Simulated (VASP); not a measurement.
Here is the system:

```
Li2S
1.0
    0.00000     2.79779     2.79779
    2.79779     0.00000     2.79779
    2.79779     2.79779     0.00000
Li S
2 1
Cartesian
  1.39890   1.39890   1.39890
  4.19669   4.19669   4.19669
  0.00000   0.00000   0.00000
```

Calculation: PBE GGA with D3 dispersion (zero damping), VASP's PBE PAW potentials (set 64) (plane waves; VASP). Run with 520 eV cut-off, Gaussian smearing of 0.050 eV, potentials Li_sv S.

Problem. What does the run give for the band gap (along the path) with the smallest direct gap where there is one?

Solution. 
```json
{
 "band gap (along the path)": "3.35 eV",
 "smallest direct gap (along the path)": "4.56 eV"
}
```

The compound is Li2S in the antifluorite structure. It was relaxed first, which changed the volume by -6 %.
